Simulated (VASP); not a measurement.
VASP input:

**POSCAR**
```
PtAl2
4.202190
  0.0000000000   0.7071067619   0.7071067619
  0.7071067619   0.0000000000   0.7071067619
  0.7071067619   0.7071067619   0.0000000000
Al Pt
2 1
Cart
  0.3535533809   0.3535533809   0.3535533809
  1.0606601428   1.0606601428   1.0606601428
  0.0000000000   0.0000000000   0.0000000000
```

### INCAR
```
SYSTEM  =  PtAl2
PREC  =  Accurate; ENCUT  =  480; LREAL  =  .FALSE.
LASPH  =  .TRUE.
EDIFF  =  1E-7; NELM  =  100; ALGO  =  Normal
LMAXMIX  =  6
ISMEAR  =  1; SIGMA  =  0.1
GGA  =  PE
ISIF  =  2
LWAVE  =  .FALSE.; LCHARG  =  .FALSE.
```

### KPOINTS
```
K-points
0
G
8 8 8
0 0 0
```

POTCAR, in this order: Al Pt (PBE.64 set). Program: vasp_std.

Write an equivalent input for Ansatz.

One equivalent input (not run):
Ansatz 0.2 input:
```yaml
crystal:
  lattice:
    - [0.0000000, 2.9713970, 2.9713970]
    - [2.9713970, 0.0000000, 2.9713970]
    - [2.9713970, 2.9713970, 0.0000000]
  atoms:
    - { symbol: Al, position: [0.2500000, 0.2500000, 0.2500000] }
    - { symbol: Al, position: [0.7500000, 0.7500000, 0.7500000] }
    - { symbol: Pt, position: [0.0000000, 0.0000000, 0.0000000] }
kpoints:
  mp_grid: { grid: [8, 8, 8] }
hamiltonian:
  xc: pbe
  pseudopotentials: { kind: paw }
scf:
  occupations: { method: methfessel_paxton, width: 0.1 }
  max_iter: 100
output: { forces: true, stress: true, eigenvalues: true }
```
Limits of the translation: each code has its own PAW files, so the cut-off isn't converted (ENCUT is set for VASP's; basis.ecutwfc is left out, and Ansatz then takes the one that its files recommend); Ansatz stops its SCF on the density residual and VASP on the energy change (EDIFF).

The compound is PtAl2 in the fluorite structure. It was relaxed first.
